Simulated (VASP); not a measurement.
OSZICAR of a VASP run on Ir (relaxed from the bcc structure, space group Im-3m):

**OSZICAR**
```
       N       E                     dE             d eps       ncg     rms          rms(c)
DAV:   1     0.316583855633E+02    0.31658E+02   -0.38641E+03  2112   0.822E+02
DAV:   2    -0.915713484159E+01   -0.40816E+02   -0.39018E+02  1960   0.183E+02
DAV:   3    -0.962589279265E+01   -0.46876E+00   -0.46527E+00  2608   0.260E+01
DAV:   4    -0.962891908379E+01   -0.30263E-02   -0.30245E-02  2392   0.160E+00
DAV:   5    -0.962895441970E+01   -0.35336E-04   -0.35337E-04  2704   0.124E-01    0.168E+01
DAV:   6    -0.920830798351E+01    0.42065E+00   -0.86095E-01  2144   0.126E+01    0.757E+00
DAV:   7    -0.912516037180E+01    0.83148E-01   -0.28795E-01  2400   0.671E+00    0.189E+00
DAV:   8    -0.911938918917E+01    0.57712E-02   -0.68251E-03  2008   0.142E+00    0.590E-01
DAV:   9    -0.911903733142E+01    0.35186E-03   -0.15803E-04  2264   0.182E-01    0.364E-02
DAV:  10    -0.911903745900E+01   -0.12758E-06   -0.42040E-06  2480   0.224E-02
   1 F= -.91190375E+01 E0= -.91181600E+01  d E =-.911904E+01
       N       E                     dE             d eps       ncg     rms          rms(c)
DAV:   1    -0.100868076646E+02   -0.96777E+00   -0.39757E+01  1920   0.100E+02    0.690E+00
DAV:   2    -0.902710556395E+01    0.10597E+01   -0.35076E+00  1952   0.237E+01    0.485E+00
DAV:   3    -0.895629168169E+01    0.70814E-01   -0.29930E-01  2472   0.621E+00    0.283E+00
DAV:   4    -0.895543186066E+01    0.85982E-03   -0.86659E-03  2304   0.554E-01    0.811E-01
DAV:   5    -0.895590364225E+01   -0.47178E-03   -0.92587E-04  2408   0.318E-01    0.917E-02
DAV:   6    -0.895597226634E+01   -0.68624E-04   -0.37534E-05  2448   0.379E-02    0.521E-03
DAV:   7    -0.895597182491E+01    0.44143E-06   -0.31143E-06  1832   0.226E-02
   2 F= -.89559718E+01 E0= -.89545643E+01  d E =0.163066E+00
       N       E                     dE             d eps       ncg     rms          rms(c)
DAV:   1    -0.979446580982E+01   -0.83849E+00   -0.24428E+01  1960   0.786E+01    0.881E+00
DAV:   2    -0.919806448824E+01    0.59640E+00   -0.15102E+00  2040   0.168E+01    0.173E+00
DAV:   3    -0.913336649385E+01    0.64698E-01   -0.28901E-01  2168   0.672E+00    0.759E-01
DAV:   4    -0.913358569904E+01   -0.21921E-03   -0.24515E-03  2432   0.438E-01    0.380E-01
DAV:   5    -0.913407834115E+01   -0.49264E-03   -0.15693E-03  2280   0.298E-01    0.309E-02
DAV:   6    -0.913411122939E+01   -0.32888E-04   -0.25804E-05  2392   0.414E-02    0.662E-03
DAV:   7    -0.913411295677E+01   -0.17274E-05   -0.73183E-07  2104   0.593E-03    0.206E-03
DAV:   8    -0.913411300225E+01   -0.45475E-07   -0.20143E-08  1048   0.174E-03
   3 F= -.91341130E+01 E0= -.91330950E+01  d E =-.150755E-01
       N       E                     dE             d eps       ncg     rms          rms(c)
DAV:   1    -0.913426285436E+01   -0.14990E-03   -0.42548E-03  1944   0.106E+00    0.993E-02
DAV:   2    -0.913416177232E+01    0.10108E-03   -0.27067E-04  2024   0.222E-01    0.360E-02
DAV:   3    -0.913415197086E+01    0.98015E-05   -0.48694E-05  2208   0.861E-02    0.136E-02
DAV:   4    -0.913415257187E+01   -0.60101E-06   -0.10959E-06  1800   0.105E-02
   4 F= -.91341526E+01 E0= -.91331407E+01  d E =-.151151E-01
```

Question: Which electronic solver shows in the log?

Answer: It is blocked Davidson (ALGO = Normal, or the opening steps of other solvers). The INCAR had ALGO = Normal.

Question: Can the final energy be trusted as converged?

Answer: The run converged. It stopped with EDIFF = 1E-6, NELM = 100, NSW = 60 and EDIFFG = -0.01 after 4 ionic steps (PBEsol GGA, plane waves, VASP's PBE PAW potentials (set 64)). Energy and stress use the plane-wave basis of the starting cell.

The structure was generated: Ir was put into the bcc type (Im-3m), which need not be its known phase. This run relaxes it. Symmetry was kept, so distortions that lower it aren't found.
